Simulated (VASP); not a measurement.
Crystal: RuSe.

```
Ru Se
1.0
     0.00000    2.90633    2.90633
     2.90633    0.00000    2.90633
     2.90633    2.90633    0.00000
Ru Se
1 1
Cartesian
  0.0000 0.0000 0.0000
  1.4532 1.4532 1.4532
```

The cell comes from a database or a generator and needn't be the stable form of this composition.

Base run:

* Program: VASP 6.6.1
* Functional: PBE
* Potentials or basis: VASP PAW PBE potentials, release 64 (Ru_pv, Se)
* Cutoff: 520 eV
* k mesh: 6 × 6 × 6
* Occupations: gaussian, width 0.05 eV
* Spin: collinear spin, ferromagnetic start
* Starting moments: [1.0, 0.0] μB

Its results: pressure -12.7 GPa.

Problem. The run is repeated on the same cell with these changes: further incar settings from ALGO = Normal; EDIFF = 1e-06 to ALGO = Fast; EDIFF = 1e-06; fixed moment from none to 2 μB. What comes out?

Solution. Pressure -6.9 GPa; site moments Ru +1.60; Se +0.10 μB.

Caveats: the total moment is fixed, so each spin has its own Fermi level (some runs).
